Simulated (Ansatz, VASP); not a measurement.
## Cross-check of C (amorphous carbon) between VASP and Ansatz

Wanted: the spread between two codes on one cell, functional and k mesh. The structure shown is the start of the Ansatz relaxation below; VASP solves that cell, so the two are compared at the walk's first step.

Main program and level: Ansatz 0.2.0; plane waves, with VASP 6.6.1 beside it; single point at PBE.

### Step 1. The starting structure

The cell holds 150 atoms: 150 C. Its edges and angles: a = 10.082 Å, b = 10.082 Å, c = 10.082 Å, α = 90.0°, β = 90.0°, γ = 90.0°. As first built, before any earlier steps moved the atoms (in the runner's words): 150 atoms (150 C) placed at random at 2.92 g/cm^3, melted at 6000 K for 10 ps at fixed volume with the Tersoff potential (Tersoff, Phys. Rev. B 39, 5566 (1989)). Quenched from 6000 K to 300 K at 100 K/ps and fixed volume, held 5 ps, then minimised at fixed cell.

### Step 2. Ansatz: relaxation, PBE

Ansatz runs on its default PAW (the set named soft_2) files.

The two programs are compared at the cell with which this relaxation starts, whose forces are those of its first step.

input.yaml

```yaml
crystal:
  lattice:
    - [10.0824, 0.0, 0.0]
    - [0.0, 10.0824, 0.0]
    - [0.0, 0.0, 10.0824]
  atoms:
    - { symbol: C, position: [0.18632, 0.24348, 0.69836] }
    - { symbol: C, position: [0.41393, 0.15691, 0.77068] }
    - { symbol: C, position: [0.06971, 0.17931, 0.33688] }
    - { symbol: C, position: [0.03454, 0.47574, 0.64779] }
    - { symbol: C, position: [0.07297, 0.22259, 0.47315] }
    - { symbol: C, position: [0.33012, 0.9201, 0.7622] }
    - { symbol: C, position: [0.49926, 0.54736, 0.89206] }
    - { symbol: C, position: [0.35076, 0.19933, 0.34262] }
    - { symbol: C, position: [0.14001, 0.2579, 0.97464] }
    - { symbol: C, position: [0.62896, 0.76749, 0.06427] }
    - { symbol: C, position: [0.86007, 0.50995, 0.39726] }
    - { symbol: C, position: [0.01777, 0.0101, 0.96768] }
    - { symbol: C, position: [0.66487, 0.72967, 0.92651] }
    - { symbol: C, position: [0.36416, 0.85081, 0.02716] }
    - { symbol: C, position: [0.00271, 0.84366, 0.48984] }
    - { symbol: C, position: [0.62484, 0.81602, 0.33336] }
    - { symbol: C, position: [0.19823, 0.61533, 0.73746] }
    - { symbol: C, position: [0.72999, 0.71524, 0.58636] }
    - { symbol: C, position: [0.85281, 0.45384, 0.9456] }
    - { symbol: C, position: [0.22584, 0.13882, 0.94763] }
    - { symbol: C, position: [0.62201, 0.36484, 0.00097] }
    - { symbol: C, position: [0.16894, 0.99404, 0.95118] }
    - { symbol: C, position: [0.85759, 0.27308, 0.28994] }
    - { symbol: C, position: [0.8106, 0.31348, 0.14873] }
    - { symbol: C, position: [0.6659, 0.49904, 0.05227] }
    - { symbol: C, position: [0.9908, 0.4372, 0.90875] }
    - { symbol: C, position: [0.92143, 0.96852, 0.0771] }
    - { symbol: C, position: [0.47982, 0.05009, 0.09333] }
    - { symbol: C, position: [0.05737, 0.24596, 0.09429] }
    - { symbol: C, position: [0.19548, 0.22, 0.55072] }
[... 114 atom lines left out ...]
    - { symbol: C, position: [0.47132, 0.44872, 0.49928] }
    - { symbol: C, position: [0.82456, 0.60688, 0.63696] }
    - { symbol: C, position: [0.5176, 0.76379, 0.71155] }
    - { symbol: C, position: [0.31985, 0.38639, 0.8438] }
    - { symbol: C, position: [0.04542, 0.78743, 0.62148] }
    - { symbol: C, position: [0.87042, 0.36351, 0.40554] }
kpoints:
  mp_grid: { grid: [1, 1, 1] }
hamiltonian:
  xc: pbe
scf:
  occupations: { method: gaussian, width: 0.05 }
output:
  forces: true
relax:
  f_tol: 0.05
  max_steps: 120
```

The run is started by

```
> ansatz run input.yaml --threads 4 --pin off --max-ram 8192MiB --backend cpu --events-out ev --progress --plain --runs-dir out
```

Numbers of over 12 decimals in the logs are rounded to 6 here.

The log of the run:

```text
Engine: ansatz 0.2.0, aarch64-unknown-linux-gnu
Pseudopotentials: kind: paw
Pseudopotential: C, paw, valence charge 4, recommended cutoff 420 eV (normal), C.paw.azcp
Functional definition: PBE
  parameter kappa = 0.804
  parameter beta = 0.066725
  exchange = pbe_x(kappa = kappa, mu = beta*pi^2/3)
  correlation = pbe_c(beta = beta)
Crystal: 150 atoms, lattice volume = 1024.924 Å³
Basis set: ecut = 420 eV, 20005 PW (Γ), exchange–correlation on 144×144×144 points (8 copies of the dense FFT grid, shifted against one another)
Bands: 450, of which v1, the nominal top of the filled ones, is band 300 counted from 1 (299 counted from 0)
Symmetry: 1 space group operations
Space group: P1 (ITA 1), of the structure as read, at distance tolerance 1.0e-4 Å
k-points: 1
Non-local potential: C, projectors of the file, l = 0: 2, l = 1: 2, l = 2: 1
PAW form: soft (Blöchl's): semilocal exchange-correlation on the pseudo side does not see the compensation charge
PAW one-centre angular grid: C, 110 points (default); XC on 64 Gauss nodes
Initial density: superposition of atomic densities (neutral atoms: chi_scale 0, normalization atom), corrected by the library's trained network
Initial wavefunctions: pseudopotential atomic-orbital guess
Functional: x = pbe(κ = 0.804, μ = 0.219515), c = pbe(β = 0.066725)
SCF iter   1: F=—  HF=-37491.903134 eV  |F-HF|=—  |Δ(HF+E_count)|=         —  Δρ=1.69e-2  dr2=4.76e0  ethr=1.77e-3  ⟨swp⟩=6.0  Hψ=1828  notcnv=0  defer=113
preconditioner: auto → Resta (q_TF=auto, 2.495 Å⁻¹)  ε∞=4.6  [insulator: Δε(μ)=0.089 eV  Ē_g=14.875 eV  σ=0.050 eV  W_gap=0.79  n_scr=256 (ndim 8)  ℏωp=28.4 eV  f_vac=0.002  D(μ)=21.26/eV (n_scr^D=122)  ε∞_Penn≈4.6]
SCF iter   2: F=—  HF=-37491.378133 eV  |F-HF|=—  |Δ(HF+E_count)|=   5.25e-1  Δρ=7.86e-3  dr2=9.83e-1  ethr=7.94e-4  ⟨swp⟩=1.0  Hψ=518  notcnv=0  defer=115
SCF iter   3: F=—  HF=-37491.235486 eV  |F-HF|=—  |Δ(HF+E_count)|=   1.43e-1  Δρ=1.80e-3  dr2=3.67e-2  ethr=1.64e-4  ⟨swp⟩=3.0  Hψ=579  notcnv=0  defer=138
SCF iter   4: F=—  HF=-37491.234590 eV  |F-HF|=—  |Δ(HF+E_count)|=   8.96e-4  Δρ=6.75e-4  dr2=6.44e-3  ethr=6.11e-6  ⟨swp⟩=2.0  Hψ=749  notcnv=0  defer=138
SCF iter   5: F=—  HF=-37491.234232 eV  |F-HF|=—  |Δ(HF+E_count)|=   3.58e-4  Δρ=1.54e-4  dr2=2.76e-4  ethr=1.07e-6  ⟨swp⟩=2.0  Hψ=328  notcnv=0  defer=138
SCF iter   6: F=-37491.234264 eV  HF=-37491.234286 eV  |F-HF|=2.20e-5  |Δ(HF+E_count)|=   5.39e-5  Δρ=5.34e-5  dr2=4.04e-5  ethr=1.04e-8  ⟨swp⟩=2.0  Hψ=1270  notcnv=0
SCF 1 converged in 6 iterations: F = -37491.234264 eV  dr2 = 4.04e-5
  greatest PAW one-centre occupation: 0.692 electrons in one spin orbital (limit 2), on the C atom at site 75 (counted from 0), in its partial waves of l = 0
relax step   1: F+E_penalty+E_count = -37491.23426367 eV  Δ(F+E_penalty+E_count) = +0.000e0 eV  max|allowed force component| = 4.170e0 eV/Å  Δτ_max = 0.0000 Å  (6 SCF iters, dr2 threshold 6.25e-5 eV, accepted)
Initial density: handed on by an earlier stage of this run
Initial wavefunctions: those handed on with the density
iter 1 solved again at ethr=8.47e-4 eV; its pass at ethr=3.10e-3 eV (dr2=5.08e0 eV) is discarded
SCF iter   1: F=—  HF=-37503.505132 eV  |F-HF|=—  |Δ(HF+E_count)|=         —  Δρ=2.55e-2  dr2=5.10e0  ethr=8.47e-4  ⟨swp⟩=1.0  Hψ=1548  notcnv=0  defer=135
preconditioner: auto → Resta (q_TF=auto, 2.495 Å⁻¹)  ε∞=4.6  [insulator: Δε(μ)=0.095 eV  Ē_g=14.945 eV  σ=0.050 eV  W_gap=0.82  n_scr=256 (ndim 8)  ℏωp=28.4 eV  f_vac=0.003  D(μ)=18.62/eV (n_scr^D=92)  ε∞_Penn≈4.6]
SCF iter   2: F=—  HF=-37502.498122 eV  |F-HF|=—  |Δ(HF+E_count)|=    1.01e0  Δρ=1.24e-2  dr2=1.08e0  ethr=8.47e-4  ⟨swp⟩=3.0  Hψ=554  notcnv=0  defer=135
SCF iter   3: F=—  HF=-37502.244173 eV  |F-HF|=—  |Δ(HF+E_count)|=   2.54e-1  Δρ=1.45e-3  dr2=1.37e-2  ethr=1.79e-4  ⟨swp⟩=2.0  Hψ=568  notcnv=0  defer=136
SCF iter   4: F=—  HF=-37502.246696 eV  |F-HF|=—  |Δ(HF+E_count)|=   2.52e-3  Δρ=3.10e-4  dr2=9.14e-4  ethr=2.28e-6  ⟨swp⟩=2.0  Hψ=745  notcnv=0  defer=142
SCF iter   5: F=—  HF=-37502.246813 eV  |F-HF|=—  |Δ(HF+E_count)|=   1.17e-4  Δρ=7.45e-5  dr2=6.77e-5  ethr=1.52e-7  ⟨swp⟩=2.0  Hψ=609  notcnv=0  defer=142
SCF iter   6: F=-37502.246835 eV  HF=-37502.246835 eV  |F-HF|=4.15e-7  |Δ(HF+E_count)|=   2.16e-5  Δρ=2.01e-5  dr2=6.10e-6  ethr=1.13e-8  ⟨swp⟩=3.0  Hψ=978  notcnv=0
SCF 2 converged in 6 iterations: F = -37502.246835 eV  dr2 = 6.10e-6
  greatest PAW one-centre occupation: 0.691 electrons in one spin orbital (limit 2), on the C atom at site 75 (counted from 0), in its partial waves of l = 0
relax step   2: F+E_penalty+E_count = -37502.24683464 eV  Δ(F+E_penalty+E_count) = -1.101e1 eV  max|allowed force component| = 2.666e0 eV/Å  Δτ_max = 0.1949 Å  (6 SCF iters, dr2 threshold 1.00e-4 eV, accepted)
[... from here the SCF lines of each step are left out ...]
[...]
- { symbol: C, position: [0.698343, 0.214812, 0.523375] }
    - { symbol: C, position: [0.469359, 0.177561, 0.041402] }
    - { symbol: C, position: [0.191139, 0.909997, 0.327857] }
    - { symbol: C, position: [0.935253, 0.034326, 0.853572] }
    - { symbol: C, position: [0.725294, 0.051138, 0.950522] }
    - { symbol: C, position: [0.823850, 0.343357, 0.734072] }
    - { symbol: C, position: [0.403251, 0.632762, 0.932674] }
    - { symbol: C, position: [0.751144, 0.587151, 0.337698] }
    - { symbol: C, position: [0.291626, 0.209517, 0.810702] }
    - { symbol: C, position: [0.572148, 0.794689, 0.828530] }
    - { symbol: C, position: [0.460919, -0.00806939, 0.231190] }
    - { symbol: C, position: [0.272210, 0.258952, 0.213931] }
    - { symbol: C, position: [0.950427, 0.614453, 0.616921] }
    - { symbol: C, position: [0.415323, 0.704753, 0.048615] }
    - { symbol: C, position: [0.652558, 0.909965, 0.452172] }
    - { symbol: C, position: [0.680516, 0.232595, 0.180361] }
    - { symbol: C, position: [0.378441, 0.687936, 0.474994] }
    - { symbol: C, position: [0.110309, -0.022416, 0.701347] }
    - { symbol: C, position: [0.325744, 0.541884, 0.453671] }
    - { symbol: C, position: [0.635781, 0.272642, 0.400378] }
    - { symbol: C, position: [0.531030, 0.993585, 0.633824] }
    - { symbol: C, position: [0.350694, 0.892609, 0.327354] }
    - { symbol: C, position: [0.136399, 0.819771, 0.103332] }
    - { symbol: C, position: [0.871066, 0.898760, 0.789947] }
[...]
- { symbol: C, position: [0.400184, 0.032205, 0.684906] }
    - { symbol: C, position: [0.390116, 0.320185, 0.575072] }
    - { symbol: C, position: [0.444421, 0.445766, 0.496659] }
    - { symbol: C, position: [0.805645, 0.617615, 0.639535] }
    - { symbol: C, position: [0.518029, 0.748158, 0.711776] }
    - { symbol: C, position: [0.320793, 0.362869, 0.839608] }
    - { symbol: C, position: [0.034436, 0.748875, 0.616658] }
    - { symbol: C, position: [0.861304, 0.371487, 0.409206] }
```

### Step 3. VASP: single point, PBE, start cell

The same cell, functional, mesh and smearing now go to VASP, with its own data sets.

Lines of VASP's logs that name or quote its potential files are left out, and so is its time.

INCAR

```
SYSTEM = C
PREC = Accurate
ENCUT = 520
EDIFF = 1E-06
NELM = 120
ISMEAR = 0
SIGMA = 0.05
LREAL = Auto
ALGO = Normal
GGA = PE
NBANDS = 405
LORBIT = 11
LWAVE = .FALSE.
LCHARG = .FALSE.
ISIF = 2
LASPH = .TRUE.
GGA_COMPAT = .FALSE.
EFERMI = MIDGAP
```

POSCAR

```
C
1.0
   10.0824000000      0.0000000000      0.0000000000
    0.0000000000     10.0824000000      0.0000000000
    0.0000000000      0.0000000000     10.0824000000
C
150
Direct
    0.1863246846      0.2434836944      0.6983555503
    0.4139292232      0.1569070856      0.7706796001
    0.0697056256      0.1793124653      0.3368840752
    0.0345354281      0.4757399032      0.6477921923
    0.0729687376      0.2225858922      0.4731512338
    0.3301198127      0.9200983893      0.7621994763
    0.4992561295      0.5473597556      0.8920594303
    0.3507597397      0.1993275411      0.3426168373
    0.1400063477      0.2579048639      0.9746389748
    0.6289573911      0.7674859161      0.0642704118
    0.8600729985      0.5099480282      0.3972566056
    0.0177735460      0.0100968023      0.9676763469
    0.6648714592      0.7296675395      0.9265055939
    0.3641593271      0.8508093311      0.0271562326
    0.0027076886      0.8436582560      0.4898436880
    0.6248413076      0.8160160279      0.3333630882
    0.1982266127      0.6153296834      0.7374633024
    0.7299948425      0.7152364516      0.5863584067
    0.8528128223      0.4538403555      0.9455982703
    0.2258390859      0.1388161549      0.9476315163
    0.6220145997      0.3648436880      0.0009719908
    0.1689379513      0.9940391177      0.9511822582
    0.8575934301      0.2730798223      0.2899408871
    0.8106006506      0.3134769499      0.1487344283
    0.6659029596      0.4990379275      0.0522693010
    0.9907958423      0.4371974927      0.9087518845
    0.9214274379      0.9685194001      0.0771046576
    0.4798163136      0.0500872808      0.0933309529
    0.0573672935      0.2459632627      0.0942930255
    0.1954792510      0.2199972229      0.5507220503
[... 114 atom lines left out ...]
    0.4713163532      0.4487225264      0.4992759660
    0.8245556614      0.6068793144      0.6369614378
    0.5175950171      0.7637864001      0.7115468539
    0.3198543997      0.3863861779      0.8437971118
    0.0454157740      0.7874315639      0.6214790129
    0.8704177577      0.3635146394      0.4055383639
```

KPOINTS

```
Automatic mesh
0
Gamma
1 1 1
0 0 0
```

Potentials, in the order of the species: C (PBE family, release 64).

The run is started by

```
> export OMP_NUM_THREADS=3
> mpirun -np 1 vasp_gam
```

The log of the run:

```text
[banner, memory and clock lines left out]
running    1 mpi-ranks, on    1 nodes
[...]
Offloading initialized ...    1 GPUs detected
[...]
LDA part: xc-table for (Slater+PW92), standard interpolation
 POSCAR, INCAR and KPOINTS ok, starting setup
[...]
entering main loop
       N       E                     dE             d eps       ncg     rms          rms(c)
DAV:   1     0.407334594350E+04    0.40733E+04   -0.35949E+05   810   0.151E+03
DAV:   2    -0.888057407604E+03   -0.49614E+04   -0.46576E+04  1031   0.344E+02
DAV:   3    -0.127846019675E+04   -0.39040E+03   -0.37582E+03   980   0.925E+01
DAV:   4    -0.128927949374E+04   -0.10819E+02   -0.10710E+02   972   0.163E+01
[...]
DAV:  18    -0.123405117398E+04   -0.23662E-04   -0.10555E-04   940   0.161E-02    0.163E-02
DAV:  19    -0.123405117747E+04   -0.34884E-05   -0.32655E-05   924   0.900E-03    0.762E-03
DAV:  20    -0.123405117793E+04   -0.45726E-06   -0.57921E-06   748   0.396E-03
   1 F= -.12340512E+04 E0= -.12340336E+04  d E =-.352082E-01
```

Parts of OUTCAR (step 3):

```text
  FREE ENERGIE OF THE ION-ELECTRON SYSTEM (eV)
  ---------------------------------------------------
  free  energy   TOTEN  =     -1234.0511779273 eV

  energy  without entropy=    -1234.0159697026  energy(sigma->0) =    -1234.03357381
```

The run ends at a pressure of 2.78 GPa, with forces up to 4.4 eV/Å.

### Step 4. Comparison

Known differences besides the potentials themselves: the cutoff is 420 eV in Ansatz and 520 eV in VASP (PREC = Accurate, projectors in real space). Total energies have different zeros and are not compared.

Forces on 10 of the 150 atoms, those with the largest forces and the largest differences (eV/Å; atoms numbered as in POSCAR):

| atom | Ansatz x, y, z | VASP x, y, z |
| --- | --- | --- |
| C10 | 1.010, 2.246, 3.137 | 0.995, 2.232, 3.148 |
| C17 | 0.763, 1.199, -1.946 | 0.786, 1.165, -1.949 |
| C29 | -3.659, 1.587, 0.921 | -3.659, 1.588, 0.949 |
| C38 | 4.140, 0.274, -0.887 | 4.141, 0.288, -0.895 |
| C53 | -2.447, -1.402, -2.707 | -2.446, -1.413, -2.720 |
| C72 | -1.060, -3.875, -1.903 | -1.051, -3.876, -1.914 |
| C74 | -0.556, -1.554, 2.315 | -0.564, -1.533, 2.348 |
| C88 | 3.570, 0.978, -1.807 | 3.580, 0.985, -1.816 |
| C110 | 4.170, -0.486, 0.765 | 4.182, -0.498, 0.757 |
| C129 | 2.449, -0.316, 0.776 | 2.481, -0.293, 0.772 |

The forces differ by 13 meV/Å r.m.s., which is 0.9 % of the r.m.s. force of 1.343 eV/Å (both taken over all components).

### Step 5. What came out

```
r.m.s. force difference (single point, PBE, start cell) : 0.94 % of the r.m.s. force
```

What this shows: The r.m.s. force difference is 0.94 % of the r.m.s. force (single point, PBE, start cell), within the 3 % picked in this series as the mark of a large difference. 1 further run of this series is not shown here. Such differences can come from data sets, numerical settings and the points named under the comparisons, not from the functional's error against experiment.

[Lines on the potential files, build, host, timing and source positions are cut from VASP's logs without a mark.]

[Logs are printed without paths, hosts, clocks, repeated set-up lines and the standing remarks that a program may print on its own settings, such as how far it seeks lower states.]

[Hosts, paths, dates, database ids (printed as entryN), source tags and the programs' standing remarks are cut or masked in the printed files.]
